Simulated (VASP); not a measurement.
VASP ran on this input.

File POSCAR:
```
CeO2
1
    0.0000000000     2.6414094096     2.6414094096
    2.6414094096     0.0000000000     2.6414094096
    2.6414094096     2.6414094096    -0.0000000000
Ce O
1 2
Direct
  0.0000000000   0.0000000000   0.0000000000
  0.2500000000   0.2500000000   0.2500000000
  0.7500000000   0.7500000000   0.7500000000
```

INCAR:
```
SYSTEM=CeO2
PREC=Accurate; ENCUT=620; LREAL=F
LASPH=T
EDIFF=1E-6; NELM=100; ALGO=Normal
LMAXMIX=6
ISMEAR=0; SIGMA=0.05
IBRION=2; NSW=40; ISIF=3
EDIFFG=-0.02; PSTRESS=100
LWAVE=F; LCHARG=F
```

### KPOINTS
```
K-points
0
gamma
  7 7 7
```

POTCAR, in this order: Ce O (LDA.64 set). Program: vasp_std.

**Question.** Translate this LDA calculation to Ansatz.

**Answer.** One equivalent input (not run):
Ansatz 0.2 input:
```yaml
crystal:
  lattice:
    - [0.0000000, 2.6414094, 2.6414094]
    - [2.6414094, 0.0000000, 2.6414094]
    - [2.6414094, 2.6414094, 0.0000000]
  atoms:
    - { symbol: Ce, position: [0.0000000, 0.0000000, 0.0000000] }
    - { symbol: O, position: [0.2500000, 0.2500000, 0.2500000] }
    - { symbol: O, position: [0.7500000, 0.7500000, 0.7500000] }
kpoints:
  mp_grid: { grid: [7, 7, 7] }
hamiltonian:
  xc: lda
  pseudopotentials: { kind: paw }
scf:
  occupations: { method: gaussian, width: 0.05 }
  max_iter: 100
relax:
  max_steps: 40
  f_tol: 0.02
  cell: { p_target: 10 }
output: { forces: true, stress: true, eigenvalues: true }
```
What does not carry over: each code has its own PAW files, so the cut-off isn't converted (ENCUT is set for VASP's; basis.ecutwfc is left out, and Ansatz then takes the one that its files recommend); Ansatz stops its SCF on the density residual and VASP on the energy change (EDIFF); Ansatz's lda is the Perdew-Wang form, while the LDA potentials of VASP carry Perdew-Zunger's.

The compound is CeO2 in the fluorite structure. It was relaxed first under an external pressure of 10 GPa.
